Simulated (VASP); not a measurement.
A convergence study with VASP on MnO (space group Fm-3m): one setting is varied, all else stays as given below, so the limit is that of these other settings.

```
CELL_PARAMETERS angstrom
      4.48040     2.24020     2.24020
      2.24020     4.48040     2.24020
      2.24020     2.24020     4.48040
ATOMIC_POSITIONS crystal
  Mn 0.00000 0.00000 0.00000
  Mn 0.50000 0.50000 0.50000
  O  0.25000 0.25000 0.25000
  O  0.75000 0.75000 0.75000
```
Starting moments (μB, in the order of the record's atoms Mn Mn O O): 5.0 -5.0 0.0 0.0.

The numbers are results of PBE GGA, VASP's PBE PAW potentials (set 64) (plane waves; VASP), not measurements. The tightest run used: 700 eV cut-off, 13×13×13 Γ-centred mesh, Gaussian smearing of 0.050 eV, potentials Mn_pv O.

Question: The settings run are 1×1×1 mesh; 2×2×2 mesh; 3×3×3 mesh; 4×4×4 mesh; 5×5×5 mesh; 6×6×6 mesh; 7×7×7 mesh; 8×8×8 mesh; 9×9×9 mesh; 10×10×10 mesh; 11×11×11 mesh; 12×12×12 mesh; 13×13×13 mesh. From which on does the stress (every component) stay within 0.2 GPa of the tightest run?

Answer: From 3×3×3 mesh on: it is off by 0.16 there and by no more than 0.2 in any finer run, while 2×2×2 mesh is off by 3.14.
| setting | E (eV/atom) | pressure (GPa) | irreducible k-points | difference judged (GPa) |
|---|---|---|---|---|
| 1×1×1 mesh | -7.0183 | -10.67 | 1 | 6.67 |
| 2×2×2 mesh | -8.1335 | -3.45 | 4 | 3.14 |
| 3×3×3 mesh | -8.2616 | -4.02 | 6 | 0.16 |
| 4×4×4 mesh | -8.2716 | -3.93 | 13 | 0.08 |
| 5×5×5 mesh | -8.2752 | -3.98 | 19 | 0.02 |
| 6×6×6 mesh | -8.2762 | -4.00 | 32 | 0.00 |
| 7×7×7 mesh | -8.2764 | -4.00 | 44 | 0.00 |
| 8×8×8 mesh | -8.2766 | -4.00 | 65 | 0.00 |
| 9×9×9 mesh | -8.2766 | -4.00 | 85 | 0.00 |
| 10×10×10 mesh | -8.2766 | -4.00 | 116 | 0.00 |
| 11×11×11 mesh | -8.2766 | -4.00 | 146 | 0.00 |
| 12×12×12 mesh | -8.2766 | -4.01 | 189 | 0.00 |
| 13×13×13 mesh | -8.2766 | -4.00 | 231 | 0.00 |

Left out are rungs that failed or repeat a setting and relaxations that didn't move; long series are thinned to 24 rows.

The structure was generated: MnO was put into an ordered model structure (Fm-3m), which need not be its known phase. The cell was not relaxed at this level. The spin order is the one that the start imposed; others were not tried in this run.
